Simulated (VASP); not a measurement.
# TiNi with PBEsol: from relaxation to properties, part 5 of 7

What structure does TiNi take at this level, and what are its properties? The start is a computed cell from the Materials Project.

VASP 6.6.1, plane waves and PAW; the level of theory is named at each step.

Still holding for the runs below: This run allows spin, but its moments start at zero, where symmetry between the spins tends to hold them, which is where the search above led.

So far. Step 10 (Single point with fields (PBEsol)): In this run the pressure is -0.42 GPa, with stress components up to 0.42 GPa and forces up to 0.000 eV/Å, which can come from another mesh, basis or smearing than the relaxation's or from a relaxation that stopped early. Step 11 (Band structure (PBEsol)): At the settings of the relaxation, from a rebuilt basis or a loop that stopped before the stress settled, the cell is under a tension of 0.4 GPa.

### 12. Density of states (PBEsol)

Level of this step: PBEsol, zero-moment start; plane waves and PAW (Ti_sv, Ni) (VASP).

Here the states are counted by energy and projected on the atoms. The mesh is finer than in the run before.

File INCAR:

```
SYSTEM = TiNi
PREC = Accurate
ENCUT = 400
EDIFF = 1E-06
NELM = 100
ISMEAR = -5
SIGMA = 0.2
LREAL = .FALSE.
ALGO = Normal
GGA = PS
NBANDS = 24
ISPIN = 2
MAGMOM = -0 -0
LASPH = .TRUE.
LMAXMIX = 4
LORBIT = 11
LWAVE = .FALSE.
LCHARG = .FALSE.
KPAR = 4
NEDOS = 2001
```

File POSCAR:

```
TiNi
1.0
    2.9637845603      0.0000000000      0.0000000000
    0.0000000000      2.9637845603      0.0000000000
    0.0000000000      0.0000000000      2.9637845603
Ti Ni
1 1
Direct
    0.5000000000      0.5000000000      0.5000000000
    0.0000000000      0.0000000000      0.0000000000
```

File KPOINTS:

```
Automatic mesh
0
Gamma
10 10 10
0 0 0
```

The projector-augmented-wave data sets are Ti_sv and Ni (PBE family, release 64).

Command:

```console
$ mpirun -np 4 vasp_std
```

Log:

```text
[... set-up lines as in an earlier step ...]
 entering main loop
       N       E                     dE             d eps       ncg     rms          rms(c)
DAV:   1     0.157906525689E+03    0.15791E+03   -0.85142E+03  5752   0.100E+03
DAV:   2    -0.385105214657E+01   -0.16176E+03   -0.15328E+03  5640   0.267E+02
DAV:   3    -0.173508814611E+02   -0.13500E+02   -0.13128E+02  7720   0.758E+01
DAV:   4    -0.178068621823E+02   -0.45598E+00   -0.45580E+00  5744   0.123E+01
DAV:   5    -0.178166714312E+02   -0.98092E-02   -0.98213E-02  6624   0.174E+00    0.143E+01
DAV:   6    -0.160645157914E+02    0.17522E+01   -0.89067E+00  6208   0.433E+01    0.874E+00
DAV:   7    -0.166207195133E+02   -0.55620E+00   -0.11477E+01  6568   0.345E+01    0.165E+01
DAV:   8    -0.152175603151E+02    0.14032E+01   -0.92418E+00  6576   0.232E+01    0.174E+00
DAV:   9    -0.152114772888E+02    0.60830E-02   -0.21753E-01  7896   0.447E+00    0.151E+00
DAV:  10    -0.152021973905E+02    0.92799E-02   -0.37806E-02  6824   0.202E+00    0.397E-01
DAV:  11    -0.152013885294E+02    0.80886E-03   -0.17619E-03  7848   0.361E-01    0.184E-01
DAV:  12    -0.152009642025E+02    0.42433E-03   -0.83311E-04  6896   0.238E-01    0.169E-02
DAV:  13    -0.152009716126E+02   -0.74101E-05   -0.40550E-05  6016   0.505E-02    0.137E-02
DAV:  14    -0.152009742727E+02   -0.26601E-05   -0.53018E-07  4352   0.671E-03    0.121E-02
DAV:  15    -0.152009631820E+02    0.11091E-04   -0.27420E-06  4568   0.168E-02    0.257E-03
DAV:  16    -0.152009621148E+02    0.10672E-05   -0.17669E-07  2928   0.283E-03    0.120E-03
DAV:  17    -0.152009618149E+02    0.29994E-06   -0.25005E-08  2944   0.117E-03
   1 F= -.15200962E+02 E0= -.15200962E+02  d E =0.000000E+00  mag=     0.0000
 -----------------------------------------------------------------------------
|                                                                             |
|           W    W    AA    RRRRR   N    N  II  N    N   GGGG   !!!           |
|           W    W   A  A   R    R  NN   N  II  NN   N  G    G  !!!           |
|           W    W  A    A  R    R  N N  N  II  N N  N  G       !!!           |
|           W WW W  AAAAAA  RRRRR   N  N N  II  N  N N  G  GGG   !            |
|           WW  WW  A    A  R   R   N   NN  II  N   NN  G    G                |
|           W    W  A    A  R    R  N    N  II  N    N   GGGG   !!!           |
|                                                                             |
|     Tetrahedron method does not include variations of the Fermi             |
|     occupations, so forces and stress will be inaccurate. We suggest        |
|     using a different smearing scheme ISMEAR = 1 or 2 for metals in         |
|     relaxations.                                                            |
|                                                                             |
 -----------------------------------------------------------------------------
```

Elapsed: 6.8 s, on 4 MPI ranks of AMD EPYC 9R45, shared host; peak memory 0.52 GiB.

Parts of OUTCAR (step 12):

```text
   k-points           NKPTS =     56   k-points in BZ     NKDIM =     56   number of bands    NBANDS=     24

   NELECT =      22.0000    total number of electrons

 E-fermi :   9.7770

 spin component 1
 k-point     1 :       0.0000    0.0000    0.0000
  band No.  band energies     occupation
    ...
      6       5.7583      1.00000
      7       5.7583      1.00000
      8       7.7392      1.00000
      9       7.7392      1.00000
     10       7.7392      1.00000
     11      10.2415      0.00000
     12      10.2415      0.00000
     13      12.4699      0.00000
     14      12.4699      0.00000
     15      12.4699      0.00000
    ...

 k-point     2 :       0.1000    0.0000    0.0000
  band No.  band energies     occupation
    ...
      6       5.8399      1.00000
      7       5.8426      1.00000
      8       7.7254      1.00000
      9       7.7254      1.00000
     10       7.7672      1.00000
     11      10.1555      0.00000
     12      10.2745      0.00000
     13      12.2044      0.00000
     14      12.2044      0.00000
     15      12.4358      0.00000
    ...

  Total        0.0634329      0.0634329      0.0634329     -0.0000000      0.0000000      0.0000000
  in kB        3.9037775      3.9037775      3.9037775     -0.0000000      0.0000000      0.0000000
  external PRESSURE =       3.9037775 kB  Pullay stress =       0.0000000 kB

  FREE ENERGIE OF THE ION-ELECTRON SYSTEM (eV)
  ---------------------------------------------------
  free  energy   TOTEN  =       -15.2009618149 eV

  energy  without entropy=      -15.2009618149  energy(sigma->0) =      -15.20096181

 magnetization (x)
# of ion       s       p       d       tot
------------------------------------------
    1        0.000  -0.000  -0.000   0.000
    2       -0.000  -0.000   0.000  -0.000
--------------------------------------------------
tot          0.000  -0.000   0.000   0.000

[... 7 parts as in an earlier step ...]

[... 10 further parts left out ...]
```

With tetrahedra the forces and stress of a metal are not exact derivatives of the energy.

Numbers from this step:

```yaml
scf_cycles: 17
irreducible_k_points: 56
free_energy_toten: -15.20 eV
fermi_energy: 9.777 eV
pressure: 0.3904 GPa
dos_at_the_fermi_level_one_point_of_the_energy_grid: 2.477 states/eV/cell
```

The density of states has structure finer than the step of the table below, so its rows give means over 1 eV, whole bins alone (the curve runs from -12.0 to 7.79 eV). Peaks (eV: height): total -2.7: 8.36, -2.2: 8.91, -1.9: 5.67, 2.3: 7.07; Ni d -3.4: 2.87, -2.7: 6.24, -2.2: 7.19, -1.9: 4.44; Ti d -2.7: 1.01, 0.2: 2.11, 0.9: 2.42, 2.3: 5.73; Ni p -3.5: 0.189, -1.8: 0.249, -0.3: 0.184, 0.3: 0.207; Ni s -4.4: 0.375, -0.6: 0.0854.

States under -12.0 eV and over 7.8 eV are left out; both spin channels agree and are summed. Density of states against energy, zero at the Fermi level; means over each step; values in states/eV/cell:

```csv
energy (eV),total,Ni d,Ti d,Ni p,Ni s,Ti p,Ti s
-9,0,0,0,0,0,0,0
-8,0.0179,0,0,2.0e-4,0.00615,1.4e-4,0.00330
-7,0.142,7.5e-4,6.5e-4,0.00399,0.0462,0.00340,0.0242
-6,0.265,0.00780,0.00575,0.0126,0.0779,0.0114,0.0373
-5,0.627,0.0852,0.0559,0.0257,0.156,0.0327,0.0470
-4,1.87,0.780,0.297,0.0698,0.161,0.0405,0.0715
-3,4.33,3.08,0.499,0.0869,0.0300,0.0624,0.0343
-2,4.43,3.28,0.395,0.163,0.0371,0.0810,0.0177
-1,1.11,0.621,0.208,0.0664,0.0430,0.0269,0.00668
0,2.96,0.943,1.31,0.162,0.0400,0.0668,0.0134
1,2.33,0.291,1.57,0.109,0.00515,0.0389,0.00653
2,2.74,0.326,2.12,0.0485,0.00256,0.0231,0.00922
3,0.913,0.111,0.661,0.0231,0.00216,0.0257,0.00641
4,0.834,0.0470,0.534,0.0695,0.00743,0.0418,0.0278
5,0.704,0.0514,0.353,0.0850,0.0141,0.0580,0.0217
6,0.473,0.0391,0.178,0.0702,0.0229,0.0510,0.0115
7,0.248,0.0189,0.0619,0.0446,0.0229,0.0318,0.00450
```

The finer mesh and the other smearing move the Fermi level by -0.04 eV from the 7×7×7 run, a small shift, which tests the Fermi level alone. Of the states within 0.3 eV of the Fermi level, the largest shares in the PAW spheres are Ti d 46 %, Ni d 31 % and Ni p 6 %. The rest lies in smaller channels or between the spheres.

### 13. Volume scan with PBEsol, volume scale 0.94

An equation of state needs energies on both sides of the minimum, all on one mesh and cutoff.

INCAR: that of step 12 with these lines changed.

```diff
@@ -5,3 +5,3 @@
 NELM = 100
-ISMEAR = -5
+ISMEAR = 1
 SIGMA = 0.2
@@ -10,3 +10,3 @@
 GGA = PS
-NBANDS = 24
+NBANDS = 18
 ISPIN = 2
@@ -19,2 +19,2 @@
 KPAR = 4
-NEDOS = 2001
+ISIF = 2
```

File POSCAR:

```
TiNi
1.0
    2.9032821845      0.0000000000      0.0000000000
    0.0000000000      2.9032821845      0.0000000000
    0.0000000000      0.0000000000      2.9032821845
Ti Ni
1 1
Direct
    0.5000000000      0.5000000000      0.5000000000
    0.0000000000      0.0000000000      0.0000000000
```

File KPOINTS:

```
Automatic mesh
0
Gamma
7 7 7
0 0 0
```

Command:

```console
$ mpirun -np 4 vasp_std
```

Log:

```text
[... set-up lines as in an earlier step ...]
 entering main loop
       N       E                     dE             d eps       ncg     rms          rms(c)
DAV:   1     0.151569897957E+03    0.15157E+03   -0.93656E+03  1480   0.137E+03
DAV:   2    -0.473928326213E+01   -0.15631E+03   -0.15198E+03  1450   0.328E+02
DAV:   3    -0.170908150559E+02   -0.12352E+02   -0.12177E+02  2174   0.907E+01
DAV:   4    -0.176240809417E+02   -0.53327E+00   -0.53028E+00  1710   0.147E+01
DAV:   5    -0.176386528772E+02   -0.14572E-01   -0.14566E-01  1748   0.242E+00    0.155E+01
DAV:   6    -0.161966473978E+02    0.14420E+01   -0.14593E+01  1504   0.610E+01    0.936E+00
DAV:   7    -0.160951981337E+02    0.10145E+00   -0.11451E+01  1792   0.476E+01    0.126E+01
DAV:   8    -0.151511675777E+02    0.94403E+00   -0.60143E+00  1792   0.274E+01    0.167E+00
DAV:   9    -0.151574311289E+02   -0.62636E-02   -0.21685E-01  2162   0.595E+00    0.152E+00
DAV:  10    -0.151468506586E+02    0.10580E-01   -0.45423E-02  1854   0.306E+00    0.322E-01
DAV:  11    -0.151463465984E+02    0.50406E-03   -0.26630E-03  2038   0.554E-01    0.101E-01
DAV:  12    -0.151462828974E+02    0.63701E-04   -0.39029E-04  2032   0.202E-01    0.216E-02
DAV:  13    -0.151462807716E+02    0.21258E-05   -0.16263E-05  1586   0.477E-02    0.108E-02
DAV:  14    -0.151462804208E+02    0.35081E-06   -0.96598E-07   896   0.135E-02
   1 F= -.15146280E+02 E0= -.15147456E+02  d E =0.352778E-02  mag=     0.0000
```

Wall time 2.8 s (4 MPI ranks); peak memory 0.41 GiB.

From OUTCAR (step 13):

```text
   ENCUT  =  400.0 eV  29.40 Ry    5.42 a.u.   4.73  4.73  4.73*2*pi/ulx,y,z

   NELECT =      22.0000    total number of electrons

 E-fermi :  10.6409

 spin component 1
 k-point     1 :       0.0000    0.0000    0.0000
  band No.  band energies     occupation
    ...
      6       6.2260      1.00000
      7       6.2260      1.00000
      8       8.3987      1.00000
      9       8.3987      1.00000
     10       8.3987      1.00000
     11      11.1096     -0.00226
     12      11.1096     -0.00226
     13      13.5438     -0.00000
     14      13.5438     -0.00000
     15      13.5438     -0.00000
    ...

 k-point     2 :       0.1429    0.0000    0.0000
  band No.  band energies     occupation
    ...
      6       6.4026      1.00000
      7       6.4143      1.00000
      8       8.3712      1.00000
      9       8.3712      1.00000
     10       8.4593      1.00000
     11      10.9165     -0.03253
     12      11.1756     -0.00052
     13      12.9916     -0.00000
     14      12.9916     -0.00000
     15      13.4690     -0.00000
    ...

  Total        1.8592990      1.8592990      1.8592990     -0.0000000      0.0000000      0.0000000
  in kB      121.7284455    121.7284455    121.7284455     -0.0000000      0.0000000      0.0000000
  external PRESSURE =     121.7284455 kB  Pullay stress =       0.0000000 kB

 POSITION                                       TOTAL-FORCE (eV/Angst)
 -----------------------------------------------------------------------------------
      1.45164      1.45164      1.45164         0.000000      0.000000      0.000000
      0.00000      0.00000      0.00000         0.000000      0.000000      0.000000
 -----------------------------------------------------------------------------------
    total drift:                               -0.000000      0.000000      0.000000

  FREE ENERGIE OF THE ION-ELECTRON SYSTEM (eV)
  ---------------------------------------------------
  free  energy   TOTEN  =       -15.1462804208 eV

  energy  without entropy=      -15.1498082049  energy(sigma->0) =      -15.14745635

 magnetization (x)
# of ion       s       p       d       tot
------------------------------------------
    1       -0.000  -0.000   0.000  -0.000
    2        0.000  -0.000   0.000   0.000
--------------------------------------------------
tot         -0.000  -0.000   0.000  -0.000

[... 4 parts as in an earlier step ...]

[... 17 further parts left out ...]
```

The scan keeps the cell's shape and the fractional positions fixed.

This step gave:

```yaml
scf_cycles: 14
bands: 18
irreducible_k_points: 20
free_energy_toten: -15.15 eV
energy_at_zero_smearing: -15.15 eV
fermi_energy: 10.64 eV
pressure: 12.17 GPa
```

The pressure here is 12.17 GPa.

### 14. Volume scan with PBEsol, volume scale 0.96

INCAR is that of step 13.

File POSCAR:

```
TiNi
1.0
    2.9237285073      0.0000000000      0.0000000000
    0.0000000000      2.9237285073      0.0000000000
    0.0000000000      0.0000000000      2.9237285073
Ti Ni
1 1
Direct
    0.5000000000      0.5000000000      0.5000000000
    0.0000000000      0.0000000000      0.0000000000
```

KPOINTS is that of step 13.

Command:

```console
$ mpirun -np 4 vasp_std
```

Log:

```text
[... set-up lines as in an earlier step ...]
 entering main loop
       N       E                     dE             d eps       ncg     rms          rms(c)
DAV:   1     0.149226104673E+03    0.14923E+03   -0.93471E+03  1504   0.135E+03
DAV:   2    -0.436580387842E+01   -0.15359E+03   -0.14899E+03  1474   0.325E+02
DAV:   3    -0.172381544468E+02   -0.12872E+02   -0.12701E+02  2208   0.898E+01
DAV:   4    -0.177095759467E+02   -0.47142E+00   -0.46851E+00  1662   0.147E+01
DAV:   5    -0.177224867754E+02   -0.12911E-01   -0.12905E-01  1748   0.244E+00    0.151E+01
DAV:   6    -0.162143081225E+02    0.15082E+01   -0.14663E+01  1506   0.607E+01    0.931E+00
DAV:   7    -0.162063966518E+02    0.79115E-02   -0.11864E+01  1794   0.474E+01    0.133E+01
DAV:   8    -0.151903195061E+02    0.10161E+01   -0.67758E+00  1790   0.282E+01    0.166E+00
DAV:   9    -0.151922383581E+02   -0.19189E-02   -0.22696E-01  2108   0.608E+00    0.149E+00
DAV:  10    -0.151828437397E+02    0.93946E-02   -0.42416E-02  1892   0.290E+00    0.351E-01
DAV:  11    -0.151822308217E+02    0.61292E-03   -0.26537E-03  1968   0.552E-01    0.126E-01
DAV:  12    -0.151821240256E+02    0.10680E-03   -0.52621E-04  2100   0.242E-01    0.183E-02
DAV:  13    -0.151821231146E+02    0.91108E-06   -0.20469E-05  1562   0.522E-02    0.116E-02
DAV:  14    -0.151821228847E+02    0.22984E-06   -0.60881E-07   932   0.104E-02
   1 F= -.15182123E+02 E0= -.15183515E+02  d E =0.417632E-02  mag=     0.0000
```

Elapsed: 2.8 s, on 4 MPI ranks; peak memory 0.4 GiB.

From OUTCAR (step 14):

```text
   ENCUT  =  400.0 eV  29.40 Ry    5.42 a.u.   4.77  4.77  4.77*2*pi/ulx,y,z

   NELECT =      22.0000    total number of electrons

 E-fermi :  10.3552

 spin component 1
 k-point     1 :       0.0000    0.0000    0.0000
  band No.  band energies     occupation
    ...
      6       6.0632      1.00000
      7       6.0632      1.00000
      8       8.1668      1.00000
      9       8.1668      1.00000
     10       8.1668      1.00000
     11      10.8106     -0.00296
     12      10.8106     -0.00296
     13      13.1768     -0.00000
     14      13.1768     -0.00000
     15      13.1768     -0.00000
    ...

 k-point     2 :       0.1429    0.0000    0.0000
  band No.  band energies     occupation
    ...
      6       6.2354      1.00000
      7       6.2429      1.00000
      8       8.1397      1.00000
      9       8.1397      1.00000
     10       8.2255      1.00000
     11      10.6247     -0.03350
     12      10.8729     -0.00077
     13      12.6429     -0.00000
     14      12.6429     -0.00000
     15      13.1047     -0.00000
    ...

  Total        1.1719748      1.1719748      1.1719748      0.0000000     -0.0000000      0.0000000
  in kB       75.1307535     75.1307535     75.1307535      0.0000000     -0.0000000      0.0000000
  external PRESSURE =      75.1307535 kB  Pullay stress =       0.0000000 kB

 POSITION                                       TOTAL-FORCE (eV/Angst)
 -----------------------------------------------------------------------------------
      1.46186      1.46186      1.46186         0.000000      0.000000      0.000000
      0.00000      0.00000      0.00000         0.000000      0.000000      0.000000
 -----------------------------------------------------------------------------------
    total drift:                               -0.000000      0.000000      0.000000

  FREE ENERGIE OF THE ION-ELECTRON SYSTEM (eV)
  ---------------------------------------------------
  free  energy   TOTEN  =       -15.1821228847 eV

  energy  without entropy=      -15.1862992064  energy(sigma->0) =      -15.18351499

 magnetization (x)
# of ion       s       p       d       tot
------------------------------------------
    1        0.000  -0.000   0.000   0.000
    2        0.000   0.000  -0.000  -0.000
--------------------------------------------------
tot          0.000  -0.000   0.000   0.000

[... 4 parts as in an earlier step ...]

[... 13 further parts left out ...]
```

Numbers from this step:

```
free energy (TOTEN)     : -15.18 eV
energy at zero smearing : -15.18 eV
Fermi energy            : 10.36 eV
pressure                : 7.513 GPa
```

The pressure falls from 12.17 to 7.51 GPa.

The run ends at a pressure of 7.51 GPa.

### 15. Volume scan with PBEsol, volume scale 0.98

INCAR is that of step 14.

File POSCAR:

```
TiNi
1.0
    2.9438927894      0.0000000000      0.0000000000
    0.0000000000      2.9438927894      0.0000000000
    0.0000000000      0.0000000000      2.9438927894
Ti Ni
1 1
Direct
    0.5000000000      0.5000000000      0.5000000000
    0.0000000000      0.0000000000      0.0000000000
```

KPOINTS is that of step 14.

Command:

```console
$ mpirun -np 4 vasp_std
```

Log:

```text
[... set-up lines as in an earlier step ...]
 entering main loop
       N       E                     dE             d eps       ncg     rms          rms(c)
DAV:   1     0.155200781148E+03    0.15520E+03   -0.94111E+03  1488   0.135E+03
DAV:   2    -0.436312293223E+01   -0.15956E+03   -0.15528E+03  1480   0.333E+02
DAV:   3    -0.172492702535E+02   -0.12886E+02   -0.12704E+02  2176   0.925E+01
DAV:   4    -0.177732177536E+02   -0.52395E+00   -0.52032E+00  1726   0.153E+01
[...]
DAV:  12    -0.152037001765E+02    0.14811E-03   -0.62311E-04  2092   0.267E-01    0.190E-02
DAV:  13    -0.152036999911E+02    0.18537E-06   -0.21986E-05  1532   0.497E-02    0.127E-02
DAV:  14    -0.152036995235E+02    0.46767E-06   -0.58753E-07   922   0.896E-03
   1 F= -.15203700E+02 E0= -.15205267E+02  d E =0.470232E-02  mag=    -0.0000
```

It took 2.6 s on 4 MPI ranks; peak memory 0.41 GiB.

OUTCAR, selected parts (step 15):

```text
  Total        0.5322625      0.5322625      0.5322625      0.0000000      0.0000000     -0.0000000
  in kB       33.4249259     33.4249259     33.4249259      0.0000000      0.0000000     -0.0000000
  external PRESSURE =      33.4249259 kB  Pullay stress =       0.0000000 kB

 POSITION                                       TOTAL-FORCE (eV/Angst)
 -----------------------------------------------------------------------------------
      1.47195      1.47195      1.47195         0.000000      0.000000      0.000000
      0.00000      0.00000      0.00000         0.000000      0.000000      0.000000
 -----------------------------------------------------------------------------------
    total drift:                               -0.000000      0.000000      0.000000

  FREE ENERGIE OF THE ION-ELECTRON SYSTEM (eV)
  ---------------------------------------------------
  free  energy   TOTEN  =       -15.2036995235 eV

  energy  without entropy=      -15.2084018385  energy(sigma->0) =      -15.20526696

 magnetization (x)
# of ion       s       p       d       tot
------------------------------------------
    1       -0.000   0.000  -0.000  -0.000
    2       -0.000  -0.000  -0.000  -0.000
--------------------------------------------------
tot         -0.000   0.000  -0.000  -0.000

[... 1 part as in an earlier step ...]

[... 2 further parts left out ...]
[key lines of the parts left out:]
E-fermi :  10.0800
```

The pressure falls from 7.51 to 3.34 GPa.

The run ends at a pressure of 3.34 GPa.

(Continued in part 6 of 7.)

[Lines on the potential files, build, host, timing and source positions are cut from VASP's logs without a mark.]

[Logs are printed without paths, hosts, clocks, repeated set-up lines and the standing remarks that a program may print on its own settings, such as how far it seeks lower states.]

[Hosts, paths, dates, database ids (printed as entryN), source tags and the programs' standing remarks are cut or masked in the printed files.]

[A measured line is paired with the nearest computed mode of its activity, which favours agreement.]

[In band tables of VASP the shares of atoms and orbitals are scaled to a sum of 1 inside the atoms' spheres.]
